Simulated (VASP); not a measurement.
Data:

```
CELL_PARAMETERS angstrom
      3.19439     0.00000     0.00000
      0.00000     3.19439     0.00000
      0.00000     0.00000     3.19439
ATOMIC_POSITIONS crystal
  Si 0.00000 0.00000 0.00000
  Ge 0.50000 0.50000 0.50000
```

Calculation: PBEsol GGA, VASP's PBE PAW potentials (set 64) (plane waves; VASP 6.6.1). Numerical set-up: 400 eV cut-off, 10×10×10 Γ-centred mesh, first-order Methfessel-Paxton smearing of 0.10 eV, potentials Si Ge_d.

Question: Predict the energy per atom (σ→0), band gap (on the k-mesh) with the smallest direct gap where there is one.

Answer: 
| Quantity | Result |
|---|---|
| band gap (on the k-mesh) | none (metal, semimetal or under 0.01 eV) |
| energy per atom (σ→0) | -4.930 eV/atom |

The structure was generated: SiGe was put into the CsCl type type (Pm-3m), which need not be its known phase. It was relaxed first, which changed the volume by +20 %. The start is the result of an earlier pass. VASP warned that the highest band is occupied, so more bands are needed.
